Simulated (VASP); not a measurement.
OSZICAR of a VASP run on C$_{36}$Si$_{35}$:

File OSZICAR:
```
       N       E                     dE             d eps       ncg     rms          rms(c)
DAV:   1    -0.606753270186E+03   -0.60675E+03   -0.11223E+01   356   0.790E+00    0.159E+01
DAV:   2    -0.606622581280E+03    0.13069E+00   -0.69286E-01   446   0.260E+00    0.105E+01
DAV:   3    -0.606743379734E+03   -0.12080E+00   -0.17522E+00   406   0.195E+00    0.896E+00
DAV:   4    -0.605935432963E+03    0.80795E+00   -0.62569E+00   428   0.538E+00    0.540E+00
DAV:   5    -0.606879926639E+03   -0.94449E+00   -0.71386E-01   414   0.278E+00    0.333E+00
DAV:   6    -0.606531962060E+03    0.34796E+00   -0.12366E+00   438   0.284E+00    0.176E+00
DAV:   7    -0.606933937957E+03   -0.40198E+00   -0.36304E+00   398   0.155E+00    0.647E+00
DAV:   8    -0.605822761677E+03    0.11112E+01   -0.85818E+00   430   0.597E+00    0.377E+00
DAV:   9    -0.606921862876E+03   -0.10991E+01   -0.95173E-01   398   0.311E+00    0.250E+00
DAV:  10    -0.606521165745E+03    0.40070E+00   -0.15363E+00   414   0.311E+00    0.111E+00
DAV:  11    -0.606953449845E+03   -0.43228E+00   -0.40642E+00   390   0.171E+00    0.658E+00
DAV:  12    -0.605783338545E+03    0.11701E+01   -0.93280E+00   454   0.612E+00    0.381E+00
DAV:  13    -0.606931436549E+03   -0.11481E+01   -0.10603E+00   398   0.317E+00    0.256E+00
DAV:  14    -0.606523347995E+03    0.40809E+00   -0.16206E+00   438   0.319E+00    0.116E+00
DAV:  15    -0.606959456612E+03   -0.43611E+00   -0.42399E+00   390   0.176E+00    0.681E+00
DAV:  16    -0.605716174246E+03    0.12433E+01   -0.99497E+00   478   0.639E+00    0.394E+00
DAV:  17    -0.606957236925E+03   -0.12411E+01   -0.13064E+00   406   0.330E+00    0.272E+00
DAV:  18    -0.606521363365E+03    0.43587E+00   -0.18191E+00   446   0.338E+00    0.128E+00
DAV:  19    -0.606975146243E+03   -0.45378E+00   -0.44847E+00   390   0.190E+00    0.701E+00
DAV:  20    -0.605642592930E+03    0.13326E+01   -0.98983E+00   478   0.662E+00    0.399E+00
DAV:  21    -0.606983939942E+03   -0.13413E+01   -0.14688E+00   414   0.335E+00    0.284E+00
DAV:  22    -0.606516084165E+03    0.46786E+00   -0.18862E+00   446   0.348E+00    0.133E+00
DAV:  23    -0.606988161920E+03   -0.47208E+00   -0.46591E+00   390   0.198E+00    0.708E+00
DAV:  24    -0.605609264607E+03    0.13789E+01   -0.96774E+00   478   0.669E+00    0.397E+00
DAV:  25    -0.606997768569E+03   -0.13885E+01   -0.15037E+00   414   0.334E+00    0.288E+00
DAV:  26    -0.606514057244E+03    0.48371E+00   -0.18958E+00   454   0.352E+00    0.134E+00
DAV:  27    -0.606990747049E+03   -0.47669E+00   -0.46838E+00   390   0.199E+00    0.709E+00
DAV:  28    -0.605599764747E+03    0.13910E+01   -0.96211E+00   478   0.671E+00    0.395E+00
DAV:  29    -0.607002304402E+03   -0.14025E+01   -0.14908E+00   406   0.334E+00    0.290E+00
DAV:  30    -0.606512250654E+03    0.49005E+00   -0.19326E+00   454   0.357E+00    0.134E+00
DAV:  31    -0.606994303576E+03   -0.48205E+00   -0.47066E+00   390   0.200E+00    0.711E+00
DAV:  32    -0.605592431053E+03    0.14019E+01   -0.96923E+00   478   0.675E+00    0.399E+00
DAV:  33    -0.607001859155E+03   -0.14094E+01   -0.14425E+00   398   0.339E+00    0.292E+00
DAV:  34    -0.606508295063E+03    0.49356E+00   -0.19658E+00   454   0.361E+00    0.134E+00
DAV:  35    -0.607004469793E+03   -0.49617E+00   -0.47728E+00   390   0.200E+00    0.714E+00
DAV:  36    -0.605584891031E+03    0.14196E+01   -0.98182E+00   478   0.680E+00    0.402E+00
DAV:  37    -0.607001954761E+03   -0.14171E+01   -0.13973E+00   406   0.344E+00    0.294E+00
DAV:  38    -0.606504314795E+03    0.49764E+00   -0.20091E+00   462   0.365E+00    0.134E+00
DAV:  39    -0.607014542819E+03   -0.51023E+00   -0.48292E+00   392   0.198E+00    0.716E+00
DAV:  40    -0.605578415328E+03    0.14361E+01   -0.99513E+00   478   0.684E+00    0.406E+00
DAV:  41    -0.607001323119E+03   -0.14229E+01   -0.13509E+00   406   0.348E+00    0.296E+00
DAV:  42    -0.606500067018E+03    0.50126E+00   -0.20445E+00   462   0.368E+00    0.133E+00
DAV:  43    -0.607024104718E+03   -0.52404E+00   -0.48838E+00   392   0.197E+00    0.718E+00
DAV:  44    -0.605573592797E+03    0.14505E+01   -0.10076E+01   478   0.687E+00    0.410E+00
DAV:  45    -0.606999186348E+03   -0.14256E+01   -0.13038E+00   398   0.352E+00    0.297E+00
DAV:  46    -0.606496059101E+03    0.50313E+00   -0.21071E+00   462   0.372E+00    0.132E+00
DAV:  47    -0.607031159760E+03   -0.53510E+00   -0.49047E+00   390   0.195E+00    0.719E+00
DAV:  48    -0.605573485497E+03    0.14577E+01   -0.10216E+01   478   0.689E+00    0.413E+00
DAV:  49    -0.606996615255E+03   -0.14231E+01   -0.12705E+00   390   0.355E+00    0.298E+00
DAV:  50    -0.606493526358E+03    0.50309E+00   -0.21343E+00   462   0.374E+00
   1 F= -.60649353E+03 E0= -.60649051E+03  d E =-.602386E-02
```

Question: Which electronic solver shows in the log?

Answer: It is blocked Davidson (ALGO = Normal, or the opening steps of other solvers). The INCAR had ALGO = Normal.

Question: Can the final energy be trusted as converged?

Answer: Convergence was not reached. It stopped with EDIFF = 1E-5, NELM = 50 (HSE06 screened hybrid, plane waves, VASP's PBE PAW potentials (set 64)).  The supercell is sampled at Γ alone, which is coarse: total energies, pressure and levels can be off, energies of defects by several tenths of an eV.

The cell is a supercell with a defect, built from SiC (4h): vac_Si. The cell's shape comes from a PBE relaxation. The run is not spin-polarised, so no state with unpaired spins was tried.
